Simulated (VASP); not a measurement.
Here is the system:

```
CsPbBr3
1.0
    6.09078     0.00000     0.00000
    0.00000     6.09078     0.00000
    0.00000     0.00000     6.09078
Cs Pb Br
1 1 3
Cartesian
  0.00000   0.00000   0.00000
  3.04539   3.04539   3.04539
  3.04539   0.00000   3.04539
  0.00000   3.04539   3.04539
  3.04539   3.04539   0.00000
```

Method: vdW-DF2, VASP's PBE PAW potentials (set 64) (plane waves; VASP). Settings: 520 eV cut-off, 4×4×4 Γ-centred mesh, tetrahedra with Blöchl corrections, potentials Cs_sv Pb_d Br.

The cores are frozen, which limits the accuracy of field gradients.

**Question.** Give the principal components of the electric field gradient (V/Å²) and the asymmetry η at each nucleus.

**Answer.** 
```csv
atom,Vxx,Vyy,Vzz,η
Cs1,0.0,0.0,0.0,-
Pb2,0.0,0.0,0.0,-
Br3,-85.4,-85.4,170.9,0.00
Br4,-85.4,-85.4,170.9,0.00
Br5,-85.4,-85.4,170.9,0.00
```

The compound is CsPbBr3 in the cubic perovskite structure, the ideal cubic form; the compound distorts at low or room temperature. It was relaxed first, which changed the volume by +12 %.
